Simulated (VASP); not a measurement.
# TiB2: interstitial Li from one void to a neighbouring one, part 4 of 5

How hard is this move in TiB2: interstitial Li from one void to a neighbouring one? Both ends are relaxed first, then a band of images between them. The start is a cell from a database of measured crystal structures.

VASP 6.6.1, plane waves and PAW; the level of theory is named at each step.

So far. Step 3 (Relax the start): The run ended after 8 ionic steps, 2.421 eV below its first step, once the forces on the free atoms met EDIFFG = -0.05. Step 4 (Relax the end): The run ended after 8 ionic steps, 2.970 eV below its first step, once the forces on the free atoms met EDIFFG = -0.05.

## Step 5: Nudged elastic band

Level of this step: PBEsol; plane waves and PAW (Ti, B, Li) (VASP).

Images on a straight line between the ends relax across the path, while springs keep them spaced along it.

File INCAR:

```
SYSTEM = LiTi8B16
PREC = Normal
ENCUT = 320
EDIFF = 1E-05
NELM = 120
ISMEAR = 1
SIGMA = 0.15
LREAL = Auto
ALGO = Fast
GGA = PS
NBANDS = 60
LASPH = .TRUE.
LWAVE = .FALSE.
LCHARG = .FALSE.
IMAGES = 5
SPRING = -5
IBRION = 1
POTIM = 0.3
NSW = 60
EDIFFG = -0.05
ISYM = 0
ISIF = 0
```

File POSCAR:

```
LiTi8B16
1.0
    6.0445575198      0.0000000000      0.0000000000
   -3.0222787598      5.2347403666      0.0000000000
    0.0000000000      0.0000000000      6.3750094388
Ti B Li
8 16 1
Direct
    0.9999527348      0.0004799901      0.9642342558
    0.0000345296      0.0005645342      0.5361337168
    0.9996438733      0.5000107649      0.9983254706
    0.9995809991      0.4999262838      0.5012460121
    0.4994678315      0.9999388825      0.9982638217
    0.4998344163      0.9998545157      0.5011440119
    0.4996895884      0.4999195559      0.9982159172
    0.4999008888      0.5002625465      0.5010881166
    0.3431866080      0.1715575596      0.2499481152
    0.3379121253      0.1693538515      0.7496185217
    0.3327662181      0.6662255122      0.2496898847
    0.3334382633      0.6670928507      0.7499435169
    0.8275772067      0.1716629136      0.2493798358
    0.8308619900      0.1694176490      0.7499890905
    0.8273893606      0.6554930432      0.2495411796
    0.8309710592      0.6622525336      0.7498692875
    0.1712873844      0.3433440852      0.2498641516
    0.1689484862      0.3385307591      0.7499170753
    0.1714535359      0.8276528768      0.2500380001
    0.1689571205      0.8312166019      0.7497711138
    0.6659700622      0.3328392670      0.2495361134
    0.6663757138      0.3336637302      0.7495826951
    0.6552725618      0.8276680008      0.2487590127
    0.6620523833      0.8314327417      0.7498763543
    0.9989249597      0.9990123154      0.2510498117
```

File KPOINTS:

```
Automatic mesh
0
Gamma
4 4 3
0 0 0
```

File 00/POSCAR:

```
LiTi8B16
1.0
    6.0445575198      0.0000000000      0.0000000000
   -3.0222787598      5.2347403666      0.0000000000
    0.0000000000      0.0000000000      6.3750094388
Ti B Li
8 16 1
Direct
    0.9999527348      0.0004799901      0.9642342558
    0.0000345296      0.0005645342      0.5361337168
    0.9996438733      0.5000107649      0.9983254706
    0.9995809991      0.4999262838      0.5012460121
    0.4994678315      0.9999388825      0.9982638217
    0.4998344163      0.9998545157      0.5011440119
    0.4996895884      0.4999195559      0.9982159172
    0.4999008888      0.5002625465      0.5010881166
    0.3431866080      0.1715575596      0.2499481152
    0.3379121253      0.1693538515      0.7496185217
    0.3327662181      0.6662255122      0.2496898847
    0.3334382633      0.6670928507      0.7499435169
    0.8275772067      0.1716629136      0.2493798358
    0.8308619900      0.1694176490      0.7499890905
    0.8273893606      0.6554930432      0.2495411796
    0.8309710592      0.6622525336      0.7498692875
    0.1712873844      0.3433440852      0.2498641516
    0.1689484862      0.3385307591      0.7499170753
    0.1714535359      0.8276528768      0.2500380001
    0.1689571205      0.8312166019      0.7497711138
    0.6659700622      0.3328392670      0.2495361134
    0.6663757138      0.3336637302      0.7495826951
    0.6552725618      0.8276680008      0.2487590127
    0.6620523833      0.8314327417      0.7498763543
    0.9989249597      0.9990123154      0.2510498117
```

File 01/POSCAR:

```
LiTi8B16
1.0
    6.0445575198      0.0000000000      0.0000000000
   -3.0222787598      5.2347403666      0.0000000000
    0.0000000000      0.0000000000      6.3750094388
Ti B Li
8 16 1
Direct
    0.9968354632     -0.0060250598      0.9699693565
   -0.0001222604     -0.0001133449      0.5298403148
    0.9967080105      0.5030292784      0.9983542472
    0.9994875278      0.5001556095      0.5007618250
    0.4996698998      0.9999007442      0.9982840949
    0.4999467701      0.9998307748      0.5007015450
    0.5062708654      0.5031266869      0.9982718348
    0.5005720065      0.5004460112      0.5006366294
    0.3413606088      0.1709643053      0.2495144780
    0.3369431432      0.1691688064      0.7496591722
    0.3327123655      0.6656936732      0.2492605679
    0.3332748674      0.6664321733      0.7498787747
    0.8292055892      0.1710531907      0.2490307322
    0.8319419827      0.1691888089      0.7499329985
    0.8285064356      0.6572795105      0.2510923344
    0.8314973954      0.6629222274      0.7479206402
    0.1706190821      0.3416478381      0.2553232744
    0.1686503437      0.3376582307      0.7438747827
    0.1709940178      0.8286431397      0.2501674864
    0.1689075545      0.8316391694      0.7491728608
    0.6660714719      0.3326242917      0.2497611813
    0.6664095804      0.3333329407      0.7489851288
    0.6571773829      0.8286731507      0.2491458554
    0.6628493366      0.8318126334      0.7492108504
    1.0272413623      1.0545315190      0.2088483217
```

File 02/POSCAR:

```
LiTi8B16
1.0
    6.0445575198      0.0000000000      0.0000000000
   -3.0222787598      5.2347403666      0.0000000000
    0.0000000000      0.0000000000      6.3750094388
Ti B Li
8 16 1
Direct
    0.9937181915     -0.0125301097      0.9757044572
   -0.0002790504     -0.0007912240      0.5235469128
    0.9937721477      0.5060477920      0.9983830238
    0.9993940566      0.5003849353      0.5002776378
    0.4998719680      0.9998626058      0.9983043681
    0.5000591239      0.9998070339      0.5002590781
    0.5128521425      0.5063338179      0.9983277524
    0.5012431241      0.5006294759      0.5001851423
    0.3395346095      0.1703710509      0.2490808408
    0.3359741611      0.1689837612      0.7496998228
    0.3326585128      0.6651618341      0.2488312511
    0.3331114716      0.6657714959      0.7498140325
    0.8308339718      0.1704434679      0.2486816286
    0.8330219753      0.1689599688      0.7498769066
    0.8296235106      0.6590659778      0.2526434892
    0.8320237316      0.6635919212      0.7459719929
    0.1699507798      0.3399515910      0.2607823972
    0.1683522013      0.3367857023      0.7378324900
    0.1705344998      0.8296334026      0.2502969728
    0.1688579885      0.8320617368      0.7485746079
    0.6661728816      0.3324093164      0.2499862493
    0.6664434470      0.3330021513      0.7483875624
    0.6590822040      0.8296783006      0.2495326981
    0.6636462898      0.8321925252      0.7485453466
    1.0555577648      1.1100507225      0.1666468317
```

File 03/POSCAR:

```
LiTi8B16
1.0
    6.0445575198      0.0000000000      0.0000000000
   -3.0222787598      5.2347403666      0.0000000000
    0.0000000000      0.0000000000      6.3750094388
Ti B Li
8 16 1
Direct
    0.9906009199     -0.0190351596      0.9814395578
   -0.0004358404     -0.0014691031      0.5172535108
    0.9908362850      0.5090663055      0.9984118004
    0.9993005853      0.5006142610      0.4997934506
    0.5000740363      0.9998244674      0.9983246414
    0.5001714777      0.9997832930      0.4998166112
    0.5194334196      0.5095409489      0.9983836700
    0.5019142418      0.5008129406      0.4997336551
    0.3377086103      0.1697777966      0.2486472036
    0.3350051790      0.1687987161      0.7497404733
    0.3326046602      0.6646299951      0.2484019343
    0.3329480757      0.6651108186      0.7497492904
    0.8324623544      0.1698337450      0.2483325250
    0.8341019680      0.1687311286      0.7498208146
    0.8307405856      0.6608524450      0.2541946440
    0.8325500678      0.6642616150      0.7440233456
    0.1692824775      0.3382553438      0.2662415200
    0.1680540588      0.3359131739      0.7317901974
    0.1700749817      0.8306236655      0.2504264591
    0.1688084224      0.8324843043      0.7479763550
    0.6662742913      0.3321943410      0.2502113172
    0.6664773136      0.3326713618      0.7477899960
    0.6609870252      0.8306834506      0.2499195408
    0.6644432431      0.8325724169      0.7478798427
    1.0838741674      1.1655699261      0.1244453417
```

File 04/POSCAR:

```
LiTi8B16
1.0
    6.0445575198      0.0000000000      0.0000000000
   -3.0222787598      5.2347403666      0.0000000000
    0.0000000000      0.0000000000      6.3750094388
Ti B Li
8 16 1
Direct
    0.9874836483     -0.0255402095      0.9871746585
   -0.0005926304     -0.0021469822      0.5109601089
    0.9879004222      0.5120848190      0.9984405770
    0.9992071140      0.5008435867      0.4993092635
    0.5002761046      0.9997863291      0.9983449146
    0.5002838315      0.9997595521      0.4993741442
    0.5260146966      0.5127480799      0.9984395875
    0.5025853595      0.5009964054      0.4992821679
    0.3358826111      0.1691845423      0.2482135665
    0.3340361970      0.1686136709      0.7497811238
    0.3325508076      0.6640981561      0.2479726175
    0.3327846798      0.6644501412      0.7496845482
    0.8340907369      0.1692240221      0.2479834213
    0.8351819606      0.1685022885      0.7497647226
    0.8318576605      0.6626389123      0.2557457987
    0.8330764041      0.6649313089      0.7420746983
    0.1686141753      0.3365590967      0.2717006429
    0.1677559164      0.3350406454      0.7257479048
    0.1696154636      0.8316139284      0.2505559454
    0.1687588564      0.8329068717      0.7473781020
    0.6663757010      0.3319793657      0.2504363851
    0.6665111802      0.3323405723      0.7471924297
    0.6628918463      0.8316886005      0.2503063836
    0.6652401964      0.8329523086      0.7472143388
    1.1121905700      1.2210891297      0.0822438516
```

File 05/POSCAR:

```
LiTi8B16
1.0
    6.0445575198      0.0000000000      0.0000000000
   -3.0222787598      5.2347403666      0.0000000000
    0.0000000000      0.0000000000      6.3750094388
Ti B Li
8 16 1
Direct
    0.9843663766     -0.0320452594      0.9929097592
   -0.0007494204     -0.0028248613      0.5046667069
    0.9849645594      0.5151033326      0.9984693536
    0.9991136428      0.5010729125      0.4988250764
    0.5004781728      0.9997481908      0.9983651878
    0.5003961853      0.9997358112      0.4989316773
    0.5325959736      0.5159552109      0.9984955051
    0.5032564771      0.5011798701      0.4988306808
    0.3340566118      0.1685912879      0.2477799293
    0.3330672149      0.1684286258      0.7498217744
    0.3324969549      0.6635663170      0.2475433007
    0.3326212840      0.6637894638      0.7496198060
    0.8357191194      0.1686142993      0.2476343177
    0.8362619532      0.1682734484      0.7497086307
    0.8329747355      0.6644253796      0.2572969535
    0.8336027403      0.6656010027      0.7401260510
    0.1679458730      0.3348628496      0.2771597657
    0.1674577740      0.3341681170      0.7197056121
    0.1691559456      0.8326041913      0.2506854318
    0.1687092904      0.8333294392      0.7467798491
    0.6664771107      0.3317643904      0.2506614531
    0.6665450468      0.3320097829      0.7465948633
    0.6647966674      0.8326937504      0.2506932263
    0.6660371496      0.8333322004      0.7465488350
    1.1405069725      1.2766083332      0.0400423616
```

File 06/POSCAR:

```
LiTi8B16
1.0
    6.0445575198      0.0000000000      0.0000000000
   -3.0222787598      5.2347403666      0.0000000000
    0.0000000000      0.0000000000      6.3750094388
Ti B Li
8 16 1
Direct
    0.9812491050     -0.0385503093      0.9986448599
   -0.0009062104     -0.0035027404      0.4983733049
    0.9820286966      0.5181218461      0.9984981302
    0.9990201715      0.5013022382      0.4983408892
    0.5006802411      0.9997100524      0.9983854610
    0.5005085391      0.9997120703      0.4984892104
    0.5391772507      0.5191623419      0.9985514227
    0.5039275948      0.5013633348      0.4983791936
    0.3322306126      0.1679980336      0.2473462921
    0.3320982328      0.1682435806      0.7498624249
    0.3324431023      0.6630344780      0.2471139839
    0.3324578881      0.6631287864      0.7495550638
    0.8373475020      0.1680045764      0.2472852141
    0.8373419459      0.1680446083      0.7496525387
    0.8340918105      0.6662118469      0.2588481083
    0.8341290765      0.6662706965      0.7381774037
    0.1672775707      0.3331666025      0.2826188885
    0.1671596315      0.3332955886      0.7136633195
    0.1686964275      0.8335944542      0.2508149181
    0.1686597244      0.8337520066      0.7461815961
    0.6665785204      0.3315494151      0.2508865210
    0.6665789134      0.3316789934      0.7459972970
    0.6667014885      0.8336989003      0.2510800690
    0.6668341029      0.8337120921      0.7458833311
    1.1688233751      1.3321275368     -0.0021591284
```

Potentials, in the order of the species: Ti, B and Li (PBE family, release 64).

Started as:

```sh
mpirun -np 5 vasp_std
```

Output:

```text
[banner, memory and clock lines left out]
running    5 mpi-ranks, on    1 nodes
 each image running on    1 cores
 distrk:  each k-point on    1 cores,    1 groups
 distr:  one band on    1 cores,    1 groups

 POSCAR found type information on POSCAR TiB Li
 01/POSCAR found :  3 types and      25 ions
 [... a notice as in an earlier step ...]

 LDA part: xc-table for (Slater+PW92), standard interpolation
 POSCAR found type information on POSCAR TiB Li
 00/POSCAR found :  3 types and      25 ions
 POSCAR found type information on POSCAR TiB Li
 06/POSCAR found :  3 types and      25 ions
 [... a notice as in an earlier step ...]

 POSCAR, INCAR and KPOINTS ok, starting setup
 FFT: planning ... GRIDC
 FFT: planning ... GRID_SOFT
 FFT: planning ... GRID
 WAVECAR not read
 entering main loop
       N       E                     dE             d eps       ncg     rms          rms(c)
DAV:   1     0.456661197336E+03    0.45666E+03   -0.20761E+04  3120   0.847E+02
DAV:   2    -0.140237115288E+03   -0.59690E+03   -0.55993E+03  3168   0.267E+02
DAV:   3    -0.235745830639E+03   -0.95509E+02   -0.93041E+02  4300   0.113E+02
DAV:   4    -0.239599307409E+03   -0.38535E+01   -0.38176E+01  4112   0.235E+01
DAV:   5    -0.239683312856E+03   -0.84005E-01   -0.83865E-01  4104   0.328E+00    0.682E+01
RMM:   6    -0.196258751476E+03    0.43425E+02   -0.15820E+02  3133   0.483E+01    0.114E+01
RMM:   7    -0.199796469502E+03   -0.35377E+01   -0.52572E+01  3171   0.195E+01    0.158E+01
RMM:   8    -0.200065187733E+03   -0.26872E+00   -0.49690E+00  3158   0.825E+00    0.110E+01
RMM:   9    -0.201827557487E+03   -0.17624E+01   -0.49837E+00  3136   0.601E+00    0.111E+01
RMM:  10    -0.199605286583E+03    0.22223E+01   -0.47736E+00  3120   0.108E+01    0.123E+01
RMM:  11    -0.199263819569E+03    0.34147E+00   -0.64410E+00  3380   0.808E+00    0.884E+00
RMM:  12    -0.199372330003E+03   -0.10851E+00   -0.81959E-01  3165   0.282E+00    0.705E+00
RMM:  13    -0.199335341917E+03    0.36988E-01   -0.98790E-02  3145   0.128E+00    0.673E+00
RMM:  14    -0.199167399758E+03    0.16794E+00   -0.81626E-01  3515   0.375E+00    0.212E+00
RMM:  15    -0.199173447782E+03   -0.60480E-02   -0.67640E-02  3171   0.802E-01    0.145E+00
RMM:  16    -0.199172732909E+03    0.71487E-03   -0.10793E-01  3165   0.140E+00    0.225E+00
RMM:  17    -0.199170741335E+03    0.19916E-02   -0.11791E-02  3132   0.441E-01    0.171E+00
RMM:  18    -0.199169841428E+03    0.89991E-03   -0.36539E-03  3124   0.165E-01    0.138E+00
RMM:  19    -0.199165733815E+03    0.41076E-02   -0.32072E-03  3123   0.275E-01    0.904E-01
RMM:  20    -0.199164185611E+03    0.15482E-02   -0.27650E-03  3170   0.165E-01    0.636E-01
RMM:  21    -0.199164016643E+03    0.16897E-03   -0.10564E-03  3129   0.712E-02    0.603E-01
RMM:  22    -0.199163997453E+03    0.19190E-04   -0.58278E-05  2543   0.280E-02    0.582E-01
RMM:  23    -0.199163337539E+03    0.65991E-03   -0.37953E-03  4005   0.233E-01    0.159E-01
RMM:  24    -0.199163379029E+03   -0.41490E-04   -0.49029E-04  3230   0.909E-02    0.253E-01
RMM:  25    -0.199163321282E+03    0.57746E-04   -0.97096E-05  2922   0.546E-02    0.150E-01
RMM:  26    -0.199163303825E+03    0.17457E-04   -0.11047E-04  3014   0.421E-02    0.555E-02
RMM:  27    -0.199163305034E+03   -0.12091E-05   -0.24248E-05  2288   0.124E-02
   1 F= -.19916331E+03 E0= -.19915886E+03  d E =-.199163E+03
 BRION: g(F)=  0.289E+02 g(S)=  0.000E+00
 bond charge predicted
       N       E                     dE             d eps       ncg     rms          rms(c)
DAV:   1    -0.199944128618E+03   -0.78082E+00   -0.35280E+01  3292   0.212E+01    0.205E+00
RMM:   2    -0.199951832314E+03   -0.77037E-02   -0.13614E+00  3123   0.528E+00    0.278E+00
RMM:   3    -0.199880094794E+03    0.71738E-01   -0.31288E-01  3130   0.261E+00    0.999E-01
RMM:   4    -0.199860086836E+03    0.20008E-01   -0.17198E-01  3139   0.137E+00    0.633E-01
RMM:   5    -0.199859287181E+03    0.79966E-03   -0.43885E-02  3131   0.906E-01    0.281E-01
RMM:   6    -0.199858680818E+03    0.60636E-03   -0.10915E-02  3303   0.370E-01    0.163E-01
RMM:   7    -0.199858622302E+03    0.58517E-04   -0.51520E-03  3144   0.226E-01    0.914E-02
RMM:   8    -0.199858501880E+03    0.12042E-03   -0.87219E-04  3167   0.132E-01    0.413E-02
RMM:   9    -0.199858482028E+03    0.19853E-04   -0.38103E-04  3192   0.591E-02    0.266E-02
RMM:  10    -0.199858482707E+03   -0.67917E-06   -0.15955E-04  3142   0.432E-02    0.172E-02
RMM:  11    -0.199858476722E+03    0.59847E-05   -0.35708E-05  2473   0.240E-02
   2 F= -.19985848E+03 E0= -.19985420E+03  d E =-.695172E+00
[... from here on, the cycles between the ionic steps are left out ...]
   3 F= -.20002843E+03 E0= -.20002397E+03  d E =-.169949E+00
   4 F= -.20010528E+03 E0= -.20010100E+03  d E =-.768503E-01
   5 F= -.20015807E+03 E0= -.20015401E+03  d E =-.527954E-01
   6 F= -.20018321E+03 E0= -.20017928E+03  d E =-.251426E-01
   7 F= -.20019235E+03 E0= -.20018843E+03  d E =-.913890E-02
   8 F= -.20019675E+03 E0= -.20019279E+03  d E =-.439308E-02
   9 F= -.20020172E+03 E0= -.20019771E+03  d E =-.497061E-02
  10 F= -.20020644E+03 E0= -.20020238E+03  d E =-.472258E-02
  11 F= -.20020987E+03 E0= -.20020578E+03  d E =-.342738E-02
  12 F= -.20021330E+03 E0= -.20020919E+03  d E =-.342968E-02
  13 F= -.20021622E+03 E0= -.20021210E+03  d E =-.291984E-02
 BRION: g(F)=  0.233E-02 g(S)=  0.000E+00 retain N=  2 mean eig= 6.82
 eig:   6.818  6.818
 bond charge predicted
       N       E                     dE             d eps       ncg     rms          rms(c)
DAV:   1    -0.200218769311E+03   -0.25532E-02   -0.10998E-01  3136   0.119E+00    0.506E-02
RMM:   2    -0.200218789316E+03   -0.20005E-04   -0.13378E-03  3120   0.190E-01    0.565E-02
RMM:   3    -0.200218770924E+03    0.18392E-04   -0.29194E-04  3124   0.744E-02    0.265E-02
RMM:   4    -0.200218747983E+03    0.22942E-04   -0.17664E-04  3132   0.447E-02    0.163E-02
RMM:   5    -0.200218747923E+03    0.59821E-07   -0.39644E-05  2565   0.263E-02
  14 F= -.20021875E+03 E0= -.20021463E+03  d E =-.253166E-02
 BRION: g(F)=  0.216E-02 g(S)=  0.000E+00 retain N=  2 mean eig= 4.70
 eig:   4.702  4.702
 reached required accuracy - stopping structural energy minimisation
```

Wall time 12 min (5 MPI ranks of AMD EPYC 9R45, shared host); peak memory 1.1 GiB; 60 min of CPU time.

[end of part 4 of 5]

[Lines on the potential files, build, host, timing and source positions are cut from VASP's logs without a mark.]

[Logs are printed without paths, hosts, clocks, repeated set-up lines and the standing remarks that a program may print on its own settings, such as how far it seeks lower states.]

[Hosts, paths, dates, database ids (printed as entryN), source tags and the programs' standing remarks are cut or masked in the printed files.]

[Runs that stopped without an error message from VASP are left out.]
